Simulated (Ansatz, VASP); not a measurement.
## Ru (Ruthenium) in two plane-wave programs

Wanted: the spread between two codes on one cell, functional and k mesh. The cell is taken from a series of runs on this material, whose earlier steps may have relaxed, scaled, displaced or heated it; both programs get it as it stands.

Main program and level: Ansatz 0.2.0; plane waves, with VASP 6.6.1 beside it; relaxation of cell and atoms at PBE.

## (1) Set-up

It takes space group P6_3/mmc (No. 194, hexagonal). Conventional cell: a = 2.720 Å, b = 2.720 Å, c = 4.296 Å, α = 90.00°, β = 90.00°, γ = 120.00°. Nearest to Ru lie 12 Ru at 2.66 to 2.72 Å.

## (2) Ansatz: relaxation of cell and atoms, PBE

Ansatz runs on norm-conserving files, of PseudoDojo where its log says so.

The relaxed volume is the usual yardstick between codes: in a stiff, nearly cubic crystal its relative difference is about their pressure difference at one cell divided by the bulk modulus.

File input.yaml:

```yaml
crystal:
  lattice:
    - [2.7200349949, 0.0, 0.0]
    - [-1.3600174975, 2.3556194048, 0.0]
    - [0.0, 0.0, 4.2959618964]
  atoms:
    - { symbol: Ru, position: [0.3333333333, 0.6666666667, 0.25] }
    - { symbol: Ru, position: [0.6666666667, 0.3333333333, 0.75] }
kpoints:
  mp_grid: { grid: [12, 12, 8] }
hamiltonian:
  xc: pbe
  pseudopotentials: { kind: nc, accuracy: standard }
scf:
  occupations: { method: methfessel_paxton, width: 0.2 }
output:
  forces: true
  stress: true
  eigenvalues: true
relax:
  adjacent_minimum: "off"
  f_tol: 0.001
  max_steps: 60
  cell: { stress_tol: 0.01 }
```

Command:

```console
> ansatz run input.yaml --threads 4 --pin off --max-ram 10240MiB --backend cpu --events-out ev --progress --plain --runs-dir out
```

Numbers of over 12 decimals in the logs are rounded to 6 here.

The log of the run:

```text
Engine: ansatz 0.2.0, aarch64-unknown-linux-gnu
Pseudopotentials: kind: nc
Pseudopotential: Ru, nc, valence charge 16, recommended cutoff 1142.878222 eV (normal), Ru.nc.azcp (PseudoDojo's, or run here from an input of PseudoDojo's; its table is named by hamiltonian.pseudopotentials.accuracy)
Functional definition: PBE
  parameter kappa = 0.804
  parameter beta = 0.066725
  exchange = pbe_x(kappa = kappa, mu = beta*pi^2/3)
  correlation = pbe_c(beta = beta)
Crystal: 2 atoms, lattice volume = 27.526 Å³
Basis set: ecut = 1142.878222 eV, 2429 PW (Γ), exchange–correlation on 60×60×96 points (8 copies of the dense FFT grid, shifted against one another)
Bands: 20, of which v1, the nominal top of the filled ones, is band 16 counted from 1 (15 counted from 0)
Symmetry: 24 space group operations
Space group: P63/mmc (ITA 194), of the structure as read, at distance tolerance 3.0e-5 Å
k-points: 95 of 1152
Non-local potential: Ru, projectors of the file, l = 0: 2, l = 1: 2, l = 2: 2
Initial density: superposition of atomic densities (chi_scale 0.1, normalization cell)
Initial wavefunctions: pseudopotential atomic-orbital guess
Functional: x = pbe(κ = 0.804, μ = 0.219515), c = pbe(β = 0.066725)
SCF iter   1: F=—  HF=-5502.350210 eV  |F-HF|=—  |Δ(HF+E_count)|=         —  Δρ=1.22e-1  dr2=3.78e0  ethr=3.10e-3  ⟨swp⟩=5.9  Hψ=8846  notcnv=0
preconditioner: auto → none  [metal: Δε(μ)=0.013 eV  Ē_g=6.057 eV  σ=0.200 eV  W_gap=0.05  n_scr=8 (ndim 8)  ℏωp=28.3 eV  f_vac=0.000  D(μ)=1.25/eV (n_scr^D=8)  sad-step TF]
SCF iter   2: F=—  HF=-5501.337678 eV  |F-HF|=—  |Δ(HF+E_count)|=    1.01e0  S|Δr|=    0.00e0  Δρ=5.31e-2  dr2=6.73e-1  ethr=3.10e-3  ⟨swp⟩=2.9  Hψ=4216  notcnv=0  defer=10
SCF iter   3: F=—  HF=-5501.142188 eV  |F-HF|=—  |Δ(HF+E_count)|=   1.95e-1  S|Δr|=    0.00e0  Δρ=7.12e-3  dr2=6.48e-3  ethr=2.10e-3  ⟨swp⟩=6.8  Hψ=14722  notcnv=0  defer=26
automatic band count: the SCF goes on with 24 bands, as 20 were too few: the levels above may hold too much charge
SCF iter   4: F=—  HF=-5501.148457 eV  |F-HF|=—  |Δ(HF+E_count)|=   6.27e-3  S|Δr|=    0.00e0  Δρ=1.03e-3  dr2=7.15e-5  ethr=2.02e-5  ⟨swp⟩=2.8  Hψ=4868  notcnv=0  defer=26
SCF iter   5: F=—  HF=-5501.148477 eV  |F-HF|=—  |Δ(HF+E_count)|=   1.97e-5  S|Δr|=    0.00e0  Δρ=1.06e-4  dr2=1.36e-6  ethr=2.23e-7  ⟨swp⟩=2.1  Hψ=3629  notcnv=0  defer=26
SCF iter   6: F=-5501.148477 eV  HF=-5501.148477 eV  |F-HF|=9.17e-10  |Δ(HF+E_count)|=   3.07e-7  S|Δr|=    0.00e0  Δρ=2.09e-5  dr2=2.03e-8  ethr=3.13e-10  ⟨swp⟩=11.3  Hψ=14180  notcnv=0
SCF 1 converged in 6 iterations: F = -5501.148477 eV  dr2 = 2.03e-8
relax step   1: F+E_penalty+E_count = -5501.14847655 eV  Δ(F+E_penalty+E_count) = +0.000e0 eV  max|allowed force component| = 6.014e-17 eV/Å  Δτ_max = 0.0000 Å  P = +0.396 GPa  Ω = 27.526 Å³  (6 SCF iters, dr2 threshold 1.00e-7 eV, accepted)
[...]
relax step   2: F+E_penalty+E_count = -5501.14843965 eV  Δ(F+E_penalty+E_count) = +3.690e-5 eV  max|allowed force component| = 7.401e-17 eV/Å  Δτ_max = 0.0000 Å  P = -0.439 GPa  Ω = 27.598 Å³  energy of the carried Pulay correction = -2.936e-5 eV  (3 SCF iters, dr2 threshold 2.00e-7 eV, rejected (line search))
[...]
relax step   3: F+E_penalty+E_count = -5501.14850889 eV  Δ(F+E_penalty+E_count) = -3.234e-5 eV  max|allowed force component| = 1.156e-16 eV/Å  Δτ_max = 0.0000 Å  P = +0.026 GPa  Ω = 27.558 Å³  energy of the carried Pulay correction = -1.294e-5 eV  (6 SCF iters, accepted)
[...]
relax step   4: F+E_penalty+E_count = -5501.14850821 eV  Δ(F+E_penalty+E_count) = +6.764e-7 eV  max|allowed force component| = 1.665e-16 eV/Å  Δτ_max = 0.0000 Å  P = +0.000 GPa  Ω = 27.560 Å³  energy of the carried Pulay correction = -1.385e-5 eV  (2 SCF iters, dr2 threshold 4.04e-9 eV, accepted)
[...]
relax step   5: F+E_penalty+E_count = -5501.14852053 eV  Δ(F+E_penalty+E_count) = -1.232e-5 eV  max|allowed force component| = 2.082e-16 eV/Å  Δτ_max = 0.0000 Å  P = +0.002 GPa  Ω = 27.560 Å³  stress off target by 2.49e-3 GPa  SCF on the basis re-selected at this cell (its energy is not comparable with the rows above)  (5 SCF iters)
basis re-selected at this cell: Δ(F+E_penalty+E_count) = -1.232e-5 eV, ΔP = +0.002 GPa vs the last step (what re-selecting the basis moved, of the pressure what is left beyond the Pulay correction that the steps carried, after the strain that the cell walked since its last selection, with what the two solves' SCF thresholds leave and, on support functions, any second-order correction that the steps lacked; it is no measure of the basis error at this ecutwfc). The dense FFT grid was sized anew with the basis: this SCF ran on 32×32×48 points, the steps before it on 30×30×48, so part of this shift can come from that change (see relax.cell in the input reference). [rest of the remark cut]
SCF converged after 5 iterations
Stability not checked: this state was not tested for a lower state beside it, because cold or Methfessel-Paxton smearing, or corrected tetrahedra, fill the levels in a way that the test cannot read (fill_not_monotonic; see scf.lower_state_search)
Free energy (F): -5501.148521 eV
Harris-Foulkes:  -5501.148521 eV  (|F-HF|=9.09e-13)
Internal energy: -5501.147722 eV  (E = F + TS)
E sigma→0 (E₀):  -5501.148321 eV
Entropy (-TS):   -0.000798 eV (-0.399 meV/atom)
Fermi energy:    23.302479 eV
--- Per-component energies (eV) ---
  E_band       = -113.096960
  E_kinetic    = 1773.271291
  E_local      = -3111.483411  (includes V_loc(G=0)·N_el)
  E_nonlocal   = 424.030537
  E_hartree    = 781.879947
  E_xc         = -928.731032
  E_vxc        = -762.675264  (∫ρ·V_xc dr)
  E_ewald      = -4440.115054
  E_smearing   = -0.000798  (= −TS)
  E_closure    = 0.000000  (closes the sum)
  Σ components = -5501.148521   (vs F -5501.148521, Δ=0.00e0)
--- Forces (eV/Å), atoms counted from 1 ---
  atom   1  Ru    -0.00000000    -0.00000000     0.00000000
  atom   2  Ru     0.00000000     0.00000000     0.00000000
  max |Σ_I F_I| component: 9.25e-18 eV/Å
--- Stress (GPa, compression-positive) ---
        0.001554       0.000000       0.000000
        0.000000       0.001554       0.000000
        0.000000       0.000000       0.002495
  P = ⅓ Tr σ = 0.0019 GPa (0.019 kbar)
--- Band table (eV; the first three rows and the last of 95) ---
  k-point 0: bands = [... 12 lower, 20.9193, 21.3971, 21.3971, 21.9017, 21.9017, 24.4321, 24.4321, 24.5601, ... 4 higher]
  k-point 1: bands = [... 12 lower, 20.8343, 21.2964, 21.2964, 22.1356, 22.1356, 23.9888, 24.4398, 24.4398, ... 4 higher]
  k-point 2: bands = [... 12 lower, 20.6251, 21.0521, 21.0521, 22.6548, 22.6548, 22.7271, 24.3990, 24.3990, ... 4 higher]
  k-point 94: bands = [... 12 lower, 20.6010, 20.6010, 22.1163, 22.1163, 24.4718, 24.4718, 31.5714, 31.5714, ... 4 higher]
--- Relaxed structure (4 steps of the walk, 3 accepted, 1 SCFs on fresh bases) ---
  F+E_penalty+E_count = -5501.14852053 eV   max|allowed force component| = 2.082e-16 eV/Å   (the final SCF, on the basis selected at the relaxed cell)
  cell:  # Å, volume = 27.5599 Å³
    - [2.720857, 2.8876260850461166e-11, 0.0]
    - [-1.360428, 2.356331, 0.0]
    - [0.0, 0.0, 4.298693]
  atoms:
    - { symbol: Ru, position: [0.333333, 0.666667, 0.250000] }
    - { symbol: Ru, position: [0.666667, 0.333333, 0.750000] }
```

## (3) VASP: relaxation of cell and atoms, PBE

The same cell, functional, mesh and smearing now go to VASP, with its own data sets.

Lines of VASP's logs that name or quote its potential files are left out, and so is its time.

File INCAR:

```
SYSTEM = Ru
PREC = Accurate
ENCUT = 500
EDIFF = 1E-07
NELM = 120
ISMEAR = 1
SIGMA = 0.2
LREAL = .FALSE.
ALGO = Normal
GGA = PE
NBANDS = 20
LASPH = .TRUE.
LORBIT = 11
LWAVE = .FALSE.
LCHARG = .FALSE.
ISIF = 3
IBRION = 2
NSW = 80
EDIFFG = -0.005
GGA_COMPAT = .FALSE.
NELMIN = 4
KPAR = 2
```

File POSCAR:

```
Ru
1.0
    2.7200350000      0.0000000000      0.0000000000
   -1.3600170000      2.3556190000      0.0000000000
    0.0000000000      0.0000000000      4.2959620000
Ru
2
Direct
    0.3333333005      0.6666665442      0.2500000000
    0.6666666339      0.3333332108      0.7500000000
```

File KPOINTS:

```
Automatic mesh
0
Gamma
12 12 8
0 0 0
```

PAW data sets: Ru_pv (PBE family, release 64).

Command:

```console
> mpirun -np 2 vasp_std
```

The log of the run:

```text
[banner, memory and clock lines left out]
running    2 mpi-ranks, on    1 nodes
 distrk:  each k-point on    1 cores,    2 groups
 distr:  one band on    1 cores,    1 groups

 POSCAR found type information on POSCAR Ru
 POSCAR found :  1 types and       2 ions
 LDA part: xc-table for (Slater+PW92), standard interpolation
 POSCAR, INCAR and KPOINTS ok, starting setup
 FFT: planning ... GRIDC
 FFT: planning ... GRID_SOFT
 FFT: planning ... GRID
 WAVECAR not read
 entering main loop
       N       E                     dE             d eps       ncg     rms          rms(c)
DAV:   1     0.282990108070E+03    0.28299E+03   -0.17484E+04  3800   0.151E+03
DAV:   2    -0.139057113579E+02   -0.29690E+03   -0.28887E+03  3900   0.451E+02
DAV:   3    -0.197907834568E+02   -0.58851E+01   -0.58289E+01  4356   0.711E+01
DAV:   4    -0.198373411044E+02   -0.46558E-01   -0.46525E-01  4892   0.593E+00
DAV:   5    -0.198380033567E+02   -0.66225E-03   -0.65958E-03  4292   0.608E-01    0.172E+01
DAV:   6    -0.185633568693E+02    0.12746E+01   -0.30053E+00  4268   0.175E+01    0.446E+00
DAV:   7    -0.184859418295E+02    0.77415E-01   -0.37757E-01  4440   0.485E+00    0.105E+00
DAV:   8    -0.184798582625E+02    0.60836E-02   -0.24657E-02  4184   0.103E+00    0.254E-01
DAV:   9    -0.184794919557E+02    0.36631E-03   -0.16470E-03  4388   0.442E-01    0.334E-02
DAV:  10    -0.184794919030E+02    0.52642E-07   -0.11887E-04  4208   0.113E-01    0.291E-02
DAV:  11    -0.184794884431E+02    0.34599E-05   -0.12218E-05  4380   0.330E-02    0.107E-03
DAV:  12    -0.184794882924E+02    0.15077E-06   -0.16783E-07  3288   0.348E-03    0.954E-04
DAV:  13    -0.184794883157E+02   -0.23369E-07   -0.10929E-08  2704   0.110E-03
   1 F= -.18479488E+02 E0= -.18479197E+02  d E =-.184795E+02
[...]
2 F= -.18479461E+02 E0= -.18479147E+02  d E =0.276744E-04
[...]
3 F= -.18479495E+02 E0= -.18479197E+02  d E =-.714710E-05
[...]
4 F= -.18479496E+02 E0= -.18479198E+02  d E =-.721865E-05
[...]
5 F= -.18479496E+02 E0= -.18479197E+02  d E =-.722688E-05
[...]
6 F= -.18479496E+02 E0= -.18479197E+02  d E =-.723396E-05
[...]
7 F= -.18479496E+02 E0= -.18479191E+02  d E =-.142318E-07
 trial-energy change:   -0.000000  1 .order    0.000000   -0.000003    0.000003
 step:   0.4200(harm=  0.4200)  dis= 0.00000  next Energy=   -18.479496 (dE=-0.670E-06)
 bond charge predicted
       N       E                     dE             d eps       ncg     rms          rms(c)
DAV:   1    -0.184795023271E+02   -0.67281E-05   -0.21657E-04  3884   0.121E-01    0.168E-02
DAV:   2    -0.184794966943E+02    0.56328E-05   -0.89074E-06  3956   0.272E-02    0.567E-03
DAV:   3    -0.184794960142E+02    0.68009E-06   -0.20784E-06  4152   0.106E-02    0.172E-03
DAV:   4    -0.184794961807E+02   -0.16654E-06   -0.92090E-08  2300   0.301E-03    0.580E-04
DAV:   5    -0.184794962018E+02   -0.21099E-07   -0.18810E-08  2188   0.132E-03
   8 F= -.18479496E+02 E0= -.18479195E+02  d E =-.652149E-06
 curvature:  -0.23 expect dE=-0.486E-07 dE for cont linesearch -0.138E-07
 trial: gam=-0.12625 g(F)=  0.568E-41 g(S)=  0.215E-06 ort = 0.457E-06 (trialstep = 0.773E+00)
 search vector abs. value=  0.154E-06
 reached required accuracy - stopping structural energy minimisation
```

Parts of OUTCAR (step 3):

```text
ion  position               nearest neighbor table
   1  0.333  0.667  0.250-   2 2.66   2 2.66   2 2.66   2 2.66   2 2.66   2 2.66
   2  0.667  0.333  0.750-   1 2.66   1 2.66   1 2.66   1 2.66   1 2.66   1 2.66

  LATTYP: Found a hexagonal cell.
 ALAT       =     2.7200350000
 C/A-ratio  =     1.5793774712

 Subroutine GETGRP returns: Found 24 space group operations
 (whereof 12 operations were pure point group operations)

The static configuration has the point symmetry D_3d.
 The point group associated with its full space group is D_6h.

 Found     95 irreducible k-points:

   k-points           NKPTS =     95   k-points in BZ     NKDIM =     95   number of bands    NBANDS=     20

   dimension x,y,z NGX =    20 NGY =   20 NGZ =   32
   dimension x,y,z NGXF=    40 NGYF=   40 NGZF=   64

   ENCUT  =  500.0 eV  36.75 Ry    6.06 a.u.   4.96  4.96  7.83*2*pi/ulx,y,z

   NELECT =      28.0000    total number of electrons

 k-points in reciprocal lattice and weights: Automatic mesh
   0.00000000  0.00000000  0.00000000       0.001
   0.08333333 -0.00000000  0.00000000       0.005
   0.16666667 -0.00000000  0.00000000       0.005
   0.25000000 -0.00000000  0.00000000       0.005
   0.33333333 -0.00000000  0.00000000       0.005
   0.41666667 -0.00000000  0.00000000       0.005
   0.50000000 -0.00000000  0.00000000       0.003
   0.08333333  0.08333333  0.00000000       0.005
   0.16666667  0.08333333  0.00000000       0.010
[...]
0.33333333  0.25000000  0.50000000       0.010
   0.33333333  0.33333333  0.50000000       0.002

 average (electrostatic) potential at core
       1 -67.4392       2 -67.4392

 E-fermi :  12.6292

 k-point     1 :       0.0000    0.0000    0.0000
  band No.  band energies     occupation
    ...
     11      10.2445      2.00000
     12      10.7227      2.00000
     13      10.7227      2.00000
     14      11.2268      2.00000
     15      11.2268      2.00000
     16      13.7588     -0.00000
     17      13.7588     -0.00000
     18      13.9005     -0.00000
     19      22.7654      0.00000
     20      23.0323      0.00000

 k-point     2 :       0.0833   -0.0000    0.0000
  band No.  band energies     occupation
    ...
     12      10.6488      2.00000
     13      10.9102      2.00000
     14      10.9634      2.00000
     15      11.0754      2.00000
     16      12.2862      2.03582
     17      13.8521     -0.00000
     18      15.7350     -0.00000
     19      22.7288      0.00000
     20      23.0323      0.00000

 k-point     3 :       0.1667   -0.0000    0.0000
  band No.  band energies     occupation
    ...
     12      10.7158      2.00000
     13      10.8457      2.00000
     14      11.1575      2.00000
     15      11.4478      2.00000
     16      11.4983      2.00000
     17      14.0524     -0.00000
     18      17.7987      0.00000
     19      22.6119      0.00000
     20      23.0331      0.00000

  Total        0.0012575      0.0012575      0.0023939      0.0000000      0.0000000      0.0000000
  in kB        0.0732234      0.0732233      0.1394009      0.0000000      0.0000000      0.0000000
  external PRESSURE =       0.0952825 kB  Pullay stress =       0.0000000 kB

  energy-cutoff  :      500.00
  volume of cell :       27.51
      direct lattice vectors                 reciprocal lattice vectors
     2.719342966 -0.000000000  0.000000000     0.367735888  0.212312373 -0.000000000
    -1.359670983  2.355019682 -0.000000000     0.000000000  0.424624901 -0.000000000
    -0.000000000  0.000000000  4.296300345    -0.000000000 -0.000000000  0.232758401

 POSITION                                       TOTAL-FORCE (eV/Angst)
 -----------------------------------------------------------------------------------
      0.00000      1.57001      1.07408        -0.000000      0.000000      0.000000
      1.35967      0.78501      3.22223         0.000000     -0.000000      0.000000
 -----------------------------------------------------------------------------------
    total drift:                               -0.000131      0.000408     -0.000012

  FREE ENERGIE OF THE ION-ELECTRON SYSTEM (eV)
  ---------------------------------------------------
  free  energy   TOTEN  =       -18.4794962018 eV

  energy  without entropy=      -18.4785917279  energy(sigma->0) =      -18.47919471

 reached required accuracy - stopping structural energy minimisation

 total charge
# of ion       s       p       d       tot
------------------------------------------
    1        0.401   6.305   5.937  12.642
    2        0.401   6.305   5.937  12.642
--------------------------------------------------
tot          0.801  12.610  11.874  25.285

[... 3 further parts left out ...]
```

CONTCAR:

```
Ru
   1.00000000000000
     2.7193429662916451   -0.0000000001468840    0.0000000000000000
    -1.3596709834002381    2.3550196816140363   -0.0000000000000000
    -0.0000000000000000    0.0000000000000000    4.2963003447080332
  Ru
     2
Direct
     0.3333333005000014    0.6666665441999982    0.2500000000000000
     0.6666666339000002    0.3333332107999993    0.7500000000000000
```

The run keeps the 24 symmetry operations of its start, so it cannot find a distortion of lower symmetry.

## (4) Side by side

Known differences besides the potentials themselves: the data sets hold 32 valence electrons in Ansatz (on norm-conserving files, of PseudoDojo where its log says so) and 28 in VASP; the cutoff is 1142.88 eV in Ansatz and 500 eV in VASP; Ansatz adds a Pulay correction to the stress that steers its cell, VASP none. Total energies have different zeros and are not compared.

Compared:

```
                                         quantity  Ansatz   VASP  difference
                                      volume (Å³)   27.56  27.51     +0.17 %
edge a after relaxation, in the typed setting (Å)   2.721  2.719     +0.06 %
edge c after relaxation, in the typed setting (Å)   4.299  4.296     +0.06 %
```

## (5) What came out

```yaml
difference_in_volume_relaxation_of_cell_and_atoms_pbe: 0.17 %
```

**Reading.** The difference in volume is 0.17 % (relaxation of cell and atoms, PBE), within the 1.2 % picked in this series as the mark of a large difference, as far as the stopping tolerances let one tell. The data sets hold unlike numbers of valence electrons (32 in Ansatz and 28 in VASP), so part of the differences comes from the potentials. 3 further runs of this series are not shown here. How closely two codes agree says nothing of how well the functional describes the real material.

[Lines on the potential files, build, host, timing and source positions are cut from VASP's logs without a mark.]

[Logs are printed without paths, hosts, clocks, repeated set-up lines and the standing remarks that a program may print on its own settings, such as how far it seeks lower states.]

[Hosts, paths, dates, database ids (printed as entryN), source tags and the programs' standing remarks are cut or masked in the printed files.]
